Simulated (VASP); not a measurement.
A run of VASP 6.6.1 is set up as follows.

The input INCAR:

```
PREC     = Accurate       # precision mode
ENCUT    = 600            # plane-wave cutoff, eV
EDIFF    = 1E-6           # SCF threshold, eV
ISMEAR   = 1              # smearing method
SIGMA    = 0.2            # smearing width, eV
LREAL    = F              # projectors in reciprocal space
LASPH    = T              # aspherical terms in the spheres
NELM     = 60             # most SCF steps
ALGO     = Normal         # electronic algorithm
ISIF     = 3              # what is computed and relaxed
LWAVE    = F              # write WAVECAR
LCHARG   = F              # write CHGCAR
GGA      = RP             # functional
IBRION   = 2              # ionic algorithm
NSW      = 60             # ionic steps
EDIFFG   = -0.01          # ionic threshold
```

Contents of KPOINTS:

```
regular mesh
0
Gamma
  8 8 6
```

The input POSCAR:

```
Na2Sb
1.0
    3.2864363100      0.0000000000      0.0000000000
    0.0000000000      3.2864363100      0.0000000000
    0.0000000000      0.0000000000      4.6420225200
Na Sb
2 1
Direct
    0.5000000000      0.0000000000      0.5000000000
    0.0000000000      0.5000000000      0.5000000000
    0.0000000000      0.0000000000      0.0000000000
```

Potentials or basis: VASP PAW PBE potentials, release 64 (Na_pv, Sb).

The run is started by

```console
$ cat potpaw_PBE.64/Na_pv/POTCAR potpaw_PBE.64/Sb/POTCAR > POTCAR
$ mpirun -np 1 vasp_std > vasp.out
```

What does it give for the space group after relaxing (to 0.05 Å)?

P4/mmm (No. 123).

What does it give for the relaxed cell?

a = 5.320 Å, b = 5.320 Å, c = 3.463 Å, α = 90.00°, β = 90.00°, γ = 90.00°.

Step by step:
```csv
step,energy change (eV),largest force (eV/Å),pressure (GPa),volume (Å³)
1,0.0000,0.0000,38.40,50.14
2,-3.1221,0.0000,1.99,85.12
3,-3.1820,0.0000,0.66,90.50
4,-3.1924,0.0000,-1.10,101.95
5,-3.2028,0.0000,-0.74,98.06
6,-3.5184,0.0000,-0.52,98.73
7,-3.9976,0.0000,1.47,96.82
8,2.0603,0.0000,28.44,71.53
9,-4.0232,0.0000,1.68,96.33
10,-4.2730,0.0000,3.98,87.57
11,-4.2357,0.0000,2.33,93.01
12,-4.3582,0.0000,3.03,89.82
13,-4.3481,0.0000,3.24,89.12
14,-3.9643,0.0000,-5.11,108.86
15,-4.3955,0.0000,0.85,94.75
16,-4.3963,0.0000,1.13,94.06
17,-4.4318,0.0000,-0.18,98.76
18,-4.4338,0.0000,0.05,97.81
19,-4.4338,0.0000,0.03,97.89
20,-4.4338,0.0000,-0.11,98.06
21,-4.4338,0.0000,0.01,97.99
```

Caveat: the volume moved by over 15 % at a fixed basis, so the end points are rough; the PAW data sets were made with another functional, which shifts forces and pressure a little. Spin-orbit coupling is left out, which matters for the levels of Sb.
